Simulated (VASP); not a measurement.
Consider the following.

```yaml
crystal:
  lattice:
    - [4.25279, 0.00000, 0.00000]
    - [0.00000, 4.25279, 0.00000]
    - [0.00000, 0.00000, 4.25279]
  atoms:
    - { symbol: Cs, position: [0.00000, 0.00000, 0.00000] }
    - { symbol: Br, position: [0.50000, 0.50000, 0.50000] }
```

Level of theory: AM05 GGA, VASP's PBE PAW potentials (set 64) (plane waves; VASP). Settings: 520 eV cut-off, 6×6×6 Γ-centred mesh, Gaussian smearing of 0.050 eV, potentials Cs_sv Br.

Unless said otherwise, spin-orbit coupling is left out, though it shifts the bands of the heavy elements here.

Question: Predict the energy per atom (σ→0), band gap (on the k-mesh) with the smallest direct gap where there is one.

Answer: 
```
Item                                         Result
-----------------------------------  --------------
band gap (on the k-mesh)                    4.58 eV
smallest direct gap (on the k-mesh)         4.58 eV
energy per atom (σ→0)                -2.964 eV/atom
```

The compound is CsBr in the CsCl type structure. This cell is one point of a volume scan, at 0.94 of the reference volume.
